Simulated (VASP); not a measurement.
An input for Quantum ESPRESSO's pw.x (written as the equivalent of a VASP run, and not itself run):

```
&CONTROL
  calculation = 'vc-relax'
  pseudo_dir = './pseudo'
  outdir = './out'
  tprnfor = .true.
  tstress = .true.
  nstep = 40
  forc_conv_thr = 0.00078
/
&SYSTEM
  ibrav = 0
  nat = 1
  ntyp = 1
  ecutwfc = 62.5
  occupations = 'smearing'
  smearing = 'methfessel-paxton'
  degauss = 0.00735
  input_dft = 'pbe'
/
&ELECTRONS
  conv_thr = 7.3e-08
  electron_maxstep = 100
/
&IONS
/
&CELL
  press = 50
/
ATOMIC_SPECIES
  Pb 207.200 Pb.upf
CELL_PARAMETERS angstrom
     0.0000000    2.4394747    2.4394747
     2.4394747    0.0000000    2.4394747
     2.4394747    2.4394747    0.0000000
ATOMIC_POSITIONS crystal
  Pb   0.0000000  0.0000000  0.0000000
K_POINTS automatic
  13 13 13 0 0 0
```

**Question.** Write the VASP files for the same calculation (PBE).

**Answer.** Several could match; the one computed here: 
**POSCAR**
```
Pb
1
    0.0000000000     2.4394747487     2.4394747487
    2.4394747487     0.0000000000     2.4394747487
    2.4394747487     2.4394747487     0.0000000000
Pb
1
Direct
  0.0000000000   0.0000000000   0.0000000000
```

File KPOINTS:
```
Regular mesh
0
G
 13 13 13
0 0 0
```

**INCAR**
```
SYSTEM  =  Pb
PREC  =  Accurate; ENCUT  =  500; LREAL  =  .FALSE.
LASPH  =  .TRUE.
EDIFF  =  1E-6; NELM  =  100; ALGO  =  Normal
LMAXMIX  =  4
ISMEAR  =  1; SIGMA  =  0.1
GGA  =  PE
IBRION  =  2; NSW  =  40; ISIF  =  3
EDIFFG  =  -0.02; PSTRESS  =  50
LWAVE  =  .FALSE.; LCHARG  =  .FALSE.
```

POTCAR, in this order: Pb_d (PBE.64 set). Program: vasp_std.

What does not carry over: the potentials are each code's own (VASP's PAW set, PseudoDojo norm-conserving files in pw.x), so ENCUT and ecutwfc are chosen apart and not converted; conv_thr bounds pw.x's estimated SCF error, while EDIFF bounds the energy change between steps; forc_conv_thr acts on force components and is met together with etot_conv_thr.

The compound is Pb in the fcc structure. This run relaxes it under an external pressure of 5 GPa. Symmetry was kept, so distortions that lower it aren't found.
